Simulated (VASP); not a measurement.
Input:

```
CELL_PARAMETERS angstrom
     -2.97394     2.97394     5.64320
      2.97394    -2.97394     5.64320
      2.97394     2.97394    -5.64320
ATOMIC_POSITIONS crystal
  Cd 0.00000 0.00000 0.00000
  Cd 0.75000 0.25000 0.50000
  Ge 0.50000 0.50000 0.00000
  Ge 0.25000 0.75000 0.50000
  As 0.87500 0.84955 0.47455
  As 0.15045 0.62500 0.02545
  As 0.37500 0.40045 0.52545
  As 0.59955 0.12500 0.97455
```

Method: PBEsol GGA, VASP's PBE PAW potentials (set 64) (plane waves; VASP). Run with 400 eV cut-off, Gaussian smearing of 0.050 eV, potentials Cd Ge_d As.

Task: Give the energies of bands 29 to 42 at the high-symmetry points, in eV from the valence-band maximum.

Result: 
| band | Γ | X | P | N | M | S | R |
|---|---|---|---|---|---|---|---|
| 29 | -4.06 | -3.43 | -2.77 | -3.94 | -3.44 | -3.75 | -3.39 |
| 30 | -3.70 | -3.43 | -2.77 | -3.62 | -3.44 | -3.17 | -3.39 |
| 31 | -3.23 | -1.85 | -2.30 | -2.84 | -2.36 | -3.09 | -2.21 |
| 32 | -2.25 | -1.85 | -2.30 | -2.68 | -2.36 | -2.77 | -2.21 |
| 33 | -2.25 | -1.15 | -1.08 | -2.20 | -1.91 | -2.13 | -1.25 |
| 34 | -0.25 | -1.15 | -1.08 | -1.61 | -1.91 | -1.86 | -1.25 |
| 35 | -0.16 | -0.63 | -1.05 | -1.34 | -1.08 | -1.06 | -0.98 |
| 36 | -0.16 | -0.63 | -1.05 | -0.74 | -1.08 | -0.57 | -0.98 |
| 37 | 0.06 | 0.58 | 1.32 | 1.75 | 1.26 | 1.31 | 1.01 |
| 38 | 1.18 | 0.58 | 1.32 | 1.96 | 1.26 | 1.91 | 1.01 |
| 39 | 1.61 | 2.40 | 1.98 | 2.56 | 1.49 | 2.01 | 2.87 |
| 40 | 2.83 | 2.40 | 1.98 | 3.33 | 1.49 | 2.67 | 2.87 |
| 41 | 2.83 | 3.73 | 3.79 | 3.81 | 2.55 | 3.56 | 3.31 |
| 42 | 3.21 | 3.73 | 3.79 | 3.94 | 2.55 | 3.66 | 3.31 |

The gap is indirect, 0.06 eV, from the valence maximum at S0-Γ at 0.89 to the conduction minimum at Γ.

Measured: gap 0.57 eV (computed value off by -0.51 eV), as given by Sergey N. Rashkeev et al., Physical review. B, Condensed matter (1999), arXiv:cond-mat/9809378.

The compound is CdGeAs2 in the chalcopyrite structure. It was relaxed first.
